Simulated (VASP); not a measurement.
Data:

```yaml
crystal:
  lattice:
    - [1.83600, -3.18004, 0.00000]
    - [1.83600, 3.18004, 0.00000]
    - [0.00000, 0.00000, 5.80380]
  atoms:
    - { symbol: Tb, position: [0.33333, 0.66667, 0.25000] }
    - { symbol: Tb, position: [0.66667, 0.33333, 0.75000] }
```

These are PBE GGA, VASP's PBE PAW potentials (set 64) (plane waves; VASP) values and carry that method's errors. Numerical set-up: 400 eV cut-off, 10×10×6 Γ-centred mesh, first-order Methfessel-Paxton smearing of 0.10 eV, potentials Tb_3.

The 4f electrons are frozen in the core of the lanthanide potential, so 4f levels, which can set the real gap, and their magnetism are missing.

Question: Give the stress tensor in GPa (positive for a compressed cell).

Answer: 
```
-1.26   0.00   0.00
 0.00  -1.26   0.00
 0.00   0.00  -2.40
```
The pressure is its mean diagonal, -1.64 GPa.

The compound is Tb in the hcp structure. The cell was not relaxed at this level.
